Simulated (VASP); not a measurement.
Calculation: PBE GGA, VASP's PBE PAW potentials (set 64) (plane waves; VASP).

VASP ran on this input.

**INCAR**
```
ALGO = Normal
EDIFF = 1E-6
EDIFFG = -0.01
ENCUT = 480
GGA = PE
IBRION = 2
ISIF = 3
ISMEAR = 0
LASPH = .TRUE.
LCHARG = .FALSE.
LMAXMIX = 4
LREAL = .FALSE.
LWAVE = .FALSE.
NELM = 100
NSW = 60
PREC = Accurate
SIGMA = 0.05
SYSTEM = PbSe
```

**POSCAR**
```
PbSe
1
    0.0000000000     3.0908250000     3.0908250000
    3.0908250000     0.0000000000     3.0908250000
    3.0908250000     3.0908250000     0.0000000000
Pb Se
1 1
Direct
  0.0000000000   0.0000000000   0.0000000000
  0.5000000000   0.5000000000   0.5000000000
```

KPOINTS:
```
Automatic mesh
0
Gamma
7 7 7
0 0 0
```

POTCAR, in this order: Pb Se (PBE.64 set). Program: vasp_std.

Question: Predict the energy per atom (σ→0), volume per atom.

Answer: 
| Item | Result |
|---|---|
| energy per atom (σ→0) | -4.115 eV/atom |
| volume per atom | 29.85 Å³/atom |

File OSZICAR:
```
...
   2 F= -.82300364E+01 E0= -.82300364E+01  d E =-.947688E-03
       N       E                     dE             d eps       ncg     rms          rms(c)
DAV:   1    -0.823048886047E+01   -0.45194E-03   -0.77298E-03   369   0.499E-01    0.105E-01
DAV:   2    -0.823017470590E+01    0.31415E-03   -0.10701E-03   368   0.152E-01    0.392E-02
DAV:   3    -0.823014541641E+01    0.29289E-04   -0.13823E-04   361   0.686E-02    0.219E-02
DAV:   4    -0.823013983990E+01    0.55765E-05   -0.12084E-05   369   0.183E-02    0.164E-02
DAV:   5    -0.823013949458E+01    0.34532E-06   -0.23931E-06   340   0.974E-03
   3 F= -.82301395E+01 E0= -.82301395E+01  d E =-.105078E-02
```

The structure comes from a computed database's PbSe entry (Fm-3m); how it stands against other phases isn't given here. This run relaxes it. Symmetry was kept, so distortions that lower it aren't found.
